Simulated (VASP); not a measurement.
Consider the following.

```
CELL_PARAMETERS angstrom
      2.82931     0.00000     0.00000
      0.00000     2.78428     0.00000
      0.00000     0.00000     3.96764
ATOMIC_POSITIONS crystal
  Ti 0.00000 0.00000 0.00000
  Al 0.52424 0.50000 0.50000
```

These are PBE GGA, VASP's PBE PAW potentials (set 64) (plane waves; VASP) values and carry that method's errors. Settings: 400 eV cut-off, 13×13×9 Γ-centred mesh, first-order Methfessel-Paxton smearing of 0.10 eV, potentials Ti_sv Al.

**Question.** Which forces act on the atoms, in eV/Å?

**Answer.** 
```
atom      Fx     Fy     Fz
----  ------  -----  -----
Ti1    0.348  0.000  0.000
Al2   -0.348  0.000  0.000
```

**Question.** Give the stress tensor in GPa (positive for a compressed cell).

**Answer.** 
```
2.76  0.00  0.00
0.00  4.95  0.00
0.00  0.00  5.40
```
The pressure is its mean diagonal, 4.37 GPa.

The compound is TiAl in the L1_0 structure. The cell was not relaxed at this level, atoms are displaced from their ideal sites. The run is one of a series of settings (KPOINTS 13×13×9 Γ-centred mesh against the base run), some of them coarse on purpose. The electron count is odd and the run is not spin-polarised, which forces a metal.
